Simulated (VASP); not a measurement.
A cell of CdS (zinc blende) near equilibrium:

```
CELL_PARAMETERS angstrom
      0.00000     2.93675     2.93675
      2.93675     0.00000     2.93675
      2.93675     2.93675     0.00000
ATOMIC_POSITIONS crystal
  Cd 0.00000 0.00000 0.00000
  S  0.25000 0.25000 0.25000
```

Level of theory: r2SCAN meta-GGA, VASP's PBE PAW potentials (set 64) (plane waves; VASP).

| run | ΔE (meV/atom) | σxx | σyy | σzz | largest shear component, with its sign (GPa) | gap (eV) |
|---|---|---|---|---|---|---|
| as it is | 0.0 | 0.41 | 0.41 | 0.41 | 0.00 | 1.54 |
| after one change | 12.6 | 2.97 | 3.50 | 2.97 | 0.00 | 1.56 |
Stress is in GPa, positive when the cell is compressed; gaps are those on the k-mesh, and 0.00 means metallic.

Task: Name the change that produced these shifts.
A) biaxial strain of -1.5 % in the xy plane
B) biaxial strain of -1.5 % in the yz plane
C) uniaxial strain of -4.0 % along y
D) isotropic strain of +2.0 %

Result: C, uniaxial strain of -4.0 % along y

The compound is CdS in the zinc blende structure, a metastable form; wurtzite is the usual one.
